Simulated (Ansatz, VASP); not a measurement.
# Cross-check of HfO2 between VASP and Ansatz, part 2 of 3

Aim: how closely do two programs agree when they are given the same cell, functional and k mesh? The cell is taken from a series of runs on this material, whose earlier steps may have relaxed, scaled, displaced or heated it; both programs get it as it stands.

VASP 6.6.1 and Ansatz 0.2.0.

So far: Set-up; VASP: zone-centre phonons, PBE.

## 2. VASP: zone-centre phonons, PBE (continued)

Level of this step: PBE; plane waves and PAW (O, Hf_pv) (VASP).

OUTCAR, selected parts (step 2):

```text
ion  position               nearest neighbor table
   1  0.000  0.500  0.695-   5 2.07   5 2.07   6 2.40   6 2.40
   2  0.500  0.000  0.805-   6 2.07   6 2.07   5 2.40   5 2.40
   3  0.500  0.000  0.305-   5 2.07   5 2.07   6 2.40   6 2.40
   4  0.000  0.500  0.195-   6 2.07   6 2.07   5 2.40   5 2.40
   5  0.500  0.500  0.500-   1 2.07   3 2.07   3 2.07   1 2.07   2 2.40   2 2.40   4 2.40   4 2.40
                             6 3.65   6 3.65   6 3.65   6 3.65   6 3.65   6 3.65   6 3.65   6 3.65
   6  0.000  0.000  0.000-   2 2.07   4 2.07   4 2.07   2 2.07   1 2.40   3 2.40   1 2.40   3 2.40
                             5 3.65   5 3.65   5 3.65   5 3.65   5 3.65   5 3.65   5 3.65   5 3.65

  LATTYP: Found a simple tetragonal cell.
 ALAT       =     3.5961863017
 C/A-ratio  =     1.4563946559

 Subroutine GETGRP returns: Found 16 space group operations
 (whereof  8 operations were pure point group operations)

The static configuration has the point symmetry D_2d.
 The point group associated with its full space group is D_4h.

 Found     45 irreducible k-points:

   k-points           NKPTS =     45   k-points in BZ     NKDIM =     45   number of bands    NBANDS=     28

   dimension x,y,z NGX =    30 NGY =   30 NGZ =   42
   dimension x,y,z NGXF=    60 NGYF=   60 NGZF=   84

   ENCUT  =  600.0 eV  44.10 Ry    6.64 a.u.   7.18  7.18 10.46*2*pi/ulx,y,z

   NELECT =      44.0000    total number of electrons

 k-points in reciprocal lattice and weights: Automatic mesh
   0.00000000  0.00000000  0.00000000       0.004
   0.12500000  0.00000000  0.00000000       0.016
   0.25000000  0.00000000  0.00000000       0.016
   0.37500000  0.00000000  0.00000000       0.016
   0.50000000  0.00000000  0.00000000       0.008
   0.12500000  0.12500000  0.00000000       0.016
   0.25000000  0.12500000  0.00000000       0.031
   0.37500000  0.12500000  0.00000000       0.031
   0.50000000  0.12500000  0.00000000       0.016
[...]
0.50000000  0.37500000  0.50000000       0.016
   0.50000000  0.50000000  0.50000000       0.004

 average (electrostatic) potential at core
       1 -70.0607       2 -70.0607       3 -70.0607       4 -70.0607       5 -37.6847
       6 -37.6847

[...]
2     0.00000     5.51153     0.00000
    3     0.00000     0.00000     4.75485

 Eigenvectors and eigenvalues of the dynamical matrix
 ----------------------------------------------------

   1 f  =   19.495225 THz   122.492112 2PiTHz  650.290713 cm-1    80.625736 meV
             X         Y         Z           dx          dy          dz
      0.000000  1.798093  3.642437    -0.078978   -0.024691   -0.000000
      1.798093  0.000000  4.213763     0.078978    0.024691   -0.000000
      1.798093  0.000000  1.595030    -0.002792   -0.698511    0.000000
      0.000000  1.798093  1.023703     0.002792    0.698511    0.000000
      1.798093  1.798093  2.618733     0.008123    0.071847   -0.000000
      0.000000  0.000000  0.000000    -0.008123   -0.071847   -0.000000

   2 f  =   19.495225 THz   122.492112 2PiTHz  650.290713 cm-1    80.625736 meV
             X         Y         Z           dx          dy          dz
      0.000000  1.798093  3.642437    -0.698511    0.002792    0.000000
      1.798093  0.000000  4.213763     0.698511   -0.002792    0.000000
      1.798093  0.000000  1.595030    -0.024691    0.078978   -0.000000
      0.000000  1.798093  1.023703     0.024691   -0.078978   -0.000000
      1.798093  1.798093  2.618733     0.071847   -0.008123   -0.000000
      0.000000  0.000000  0.000000    -0.071847    0.008123   -0.000000

   3 f  =   19.006187 THz   119.419392 2PiTHz  633.978142 cm-1    78.603236 meV
             X         Y         Z           dx          dy          dz
      0.000000  1.798093  3.642437    -0.000000    0.000000   -0.500000
      1.798093  0.000000  4.213763     0.000000   -0.000000   -0.500000
      1.798093  0.000000  1.595030     0.000000    0.000000    0.500000
      0.000000  1.798093  1.023703    -0.000000   -0.000000    0.500000
      1.798093  1.798093  2.618733     0.000000    0.000000   -0.000000
      0.000000  0.000000  0.000000    -0.000000    0.000000    0.000000

   4 f  =   17.324847 THz   108.855225 2PiTHz  577.894695 cm-1    71.649778 meV
             X         Y         Z           dx          dy          dz
      0.000000  1.798093  3.642437     0.000000   -0.000000   -0.489077
      1.798093  0.000000  4.213763    -0.000000    0.000000    0.489077
      1.798093  0.000000  1.595030    -0.000000    0.000000   -0.489077
      0.000000  1.798093  1.023703     0.000000   -0.000000    0.489077
      1.798093  1.798093  2.618733    -0.000000   -0.000000    0.146998
      0.000000  0.000000  0.000000    -0.000000   -0.000000   -0.146998

   5 f  =   13.364694 THz    83.972850 2PiTHz  445.798209 cm-1    55.271909 meV
             X         Y         Z           dx          dy          dz
      0.000000  1.798093  3.642437     0.216491   -0.061985    0.000000
      1.798093  0.000000  4.213763     0.216491   -0.061985    0.000000
      1.798093  0.000000  1.595030    -0.020829    0.644242    0.000000
      0.000000  1.798093  1.023703    -0.020829    0.644242   -0.000000
      1.798093  1.798093  2.618733    -0.058569   -0.174291   -0.000000
      0.000000  0.000000  0.000000    -0.058569   -0.174291    0.000000

   6 f  =   13.364694 THz    83.972850 2PiTHz  445.798209 cm-1    55.271909 meV
             X         Y         Z           dx          dy          dz
      0.000000  1.798093  3.642437    -0.644242   -0.020829    0.000000
      1.798093  0.000000  4.213763    -0.644242   -0.020829    0.000000
      1.798093  0.000000  1.595030     0.061985    0.216491    0.000000
      0.000000  1.798093  1.023703     0.061985    0.216491   -0.000000
      1.798093  1.798093  2.618733     0.174291   -0.058569    0.000000
      0.000000  0.000000  0.000000     0.174291   -0.058569    0.000000

   7 f  =   12.792457 THz    80.377376 2PiTHz  426.710423 cm-1    52.905326 meV
             X         Y         Z           dx          dy          dz
      0.000000  1.798093  3.642437    -0.027741   -0.365717    0.000000
      1.798093  0.000000  4.213763     0.027741    0.365717   -0.000000
      1.798093  0.000000  1.595030     0.599703    0.016917   -0.000000
      0.000000  1.798093  1.023703    -0.599703   -0.016917    0.000000
      1.798093  1.798093  2.618733    -0.063612    0.038793   -0.000000
      0.000000  0.000000  0.000000     0.063612   -0.038793    0.000000

   8 f  =   12.792457 THz    80.377376 2PiTHz  426.710423 cm-1    52.905326 meV
             X         Y         Z           dx          dy          dz
      0.000000  1.798093  3.642437     0.016917   -0.599703    0.000000
      1.798093  0.000000  4.213763    -0.016917    0.599703    0.000000
      1.798093  0.000000  1.595030    -0.365717    0.027741   -0.000000
      0.000000  1.798093  1.023703     0.365717   -0.027741    0.000000
      1.798093  1.798093  2.618733     0.038793    0.063612   -0.000000
      0.000000  0.000000  0.000000    -0.038793   -0.063612    0.000000

   9 f  =    9.092643 THz    57.130760 2PiTHz  303.297917 cm-1    37.604132 meV
             X         Y         Z           dx          dy          dz
      0.000000  1.798093  3.642437     0.000000    0.000000    0.460508
      1.798093  0.000000  4.213763     0.000000   -0.000000    0.460508
      1.798093  0.000000  1.595030    -0.000000   -0.000000    0.460508
      0.000000  1.798093  1.023703     0.000000   -0.000000    0.460508
      1.798093  1.798093  2.618733    -0.000000    0.000000   -0.275436
      0.000000  0.000000  0.000000     0.000000   -0.000000   -0.275436

  10 f  =    9.078757 THz    57.043512 2PiTHz  302.834731 cm-1    37.546704 meV
             X         Y         Z           dx          dy          dz
      0.000000  1.798093  3.642437    -0.000000    0.000000    0.500000
      1.798093  0.000000  4.213763    -0.000000   -0.000000   -0.500000
      1.798093  0.000000  1.595030    -0.000000   -0.000000   -0.500000
      0.000000  1.798093  1.023703    -0.000000    0.000000    0.500000
      1.798093  1.798093  2.618733     0.000000    0.000000    0.000000
      0.000000  0.000000  0.000000    -0.000000    0.000000    0.000000

  11 f  =    6.319776 THz    39.708324 2PiTHz  210.805039 cm-1    26.136482 meV
             X         Y         Z           dx          dy          dz
      0.000000  1.798093  3.642437     0.000000   -0.000000    0.103943
      1.798093  0.000000  4.213763     0.000000    0.000000   -0.103943
      1.798093  0.000000  1.595030    -0.000000    0.000000    0.103943
      0.000000  1.798093  1.023703     0.000000    0.000000   -0.103943
      1.798093  1.798093  2.618733    -0.000000   -0.000000    0.691659
      0.000000  0.000000  0.000000     0.000000    0.000000   -0.691659

  12 f  =    2.807021 THz    17.637030 2PiTHz   93.632127 cm-1    11.608899 meV
             X         Y         Z           dx          dy          dz
      0.000000  1.798093  3.642437    -0.066819   -0.020154    0.000000
      1.798093  0.000000  4.213763     0.066819    0.020154    0.000000
      1.798093  0.000000  1.595030    -0.074723   -0.018023    0.000000
      0.000000  1.798093  1.023703     0.074723    0.018023    0.000000
      1.798093  1.798093  2.618733    -0.675310   -0.182145    0.000000
      0.000000  0.000000  0.000000     0.675310    0.182145    0.000000

  13 f  =    2.807021 THz    17.637030 2PiTHz   93.632127 cm-1    11.608899 meV
             X         Y         Z           dx          dy          dz
      0.000000  1.798093  3.642437    -0.018023    0.074723    0.000000
      1.798093  0.000000  4.213763     0.018023   -0.074723   -0.000000
      1.798093  0.000000  1.595030    -0.020154    0.066819    0.000000
      0.000000  1.798093  1.023703     0.020154   -0.066819    0.000000
      1.798093  1.798093  2.618733    -0.182145    0.675310    0.000000
      0.000000  0.000000  0.000000     0.182145   -0.675310    0.000000
    [... 43 further lines ...]
      1.798093  1.798093  2.618733    -0.017013   -0.652643   -0.000000
      0.000000  0.000000  0.000000    -0.017013   -0.652643   -0.000000

 MACROSCOPIC STATIC DIELECTRIC TENSOR IONIC CONTRIBUTION
 ------------------------------------------------------
         290.833502    -0.000000    -0.000000
          -0.000000   290.833502    -0.000000
          -0.000000    -0.000000    13.175497
 ------------------------------------------------------

 ELASTIC MODULI CONTR FROM IONIC RELAXATION (kBar)
 Direction    XX          YY          ZZ          XY          YZ          ZX
 --------------------------------------------------------------------------------
 XX        -785.6688    303.9975   -599.1077      0.0000     -0.0000      0.0000
 YY         303.9975   -785.6688   -599.1077      0.0000     -0.0000      0.0000
 ZZ        -599.1077   -599.1077  -1490.3525      0.0000     -0.0000      0.0000
 XY           0.0000      0.0000      0.0000      0.0000      0.0000      0.0000
 YZ          -0.0000     -0.0000     -0.0000      0.0000   -733.3392     -0.0000
 ZX           0.0000      0.0000      0.0000      0.0000     -0.0000   -761.4230
 --------------------------------------------------------------------------------

 PIEZOELECTRIC TENSOR IONIC CONTR  for field in x, y, z        (C/m^2)
          XX          YY          ZZ          XY          YZ          ZX
  --------------------------------------------------------------------------------
  x    -0.00000    -0.00000    -0.00000     0.00000    -0.00000    -0.00000
  y    -0.00000    -0.00000    -0.00000     0.00000     0.00000    -0.00000
  z    -0.00000     0.00000     0.00000     0.00000    -0.00000     0.00000
```

Harder data sets than Hf_pv exist (the GW ones), and pressures, volumes and forces can shift noticeably with them.

(Continued in part 3 of 3.)

[Lines on the potential files, build, host, timing and source positions are cut from VASP's logs without a mark.]

[Logs are printed without paths, hosts, clocks, repeated set-up lines and the standing remarks that a program may print on its own settings, such as how far it seeks lower states.]

[Hosts, paths, dates, database ids (printed as entryN), source tags and the programs' standing remarks are cut or masked in the printed files.]
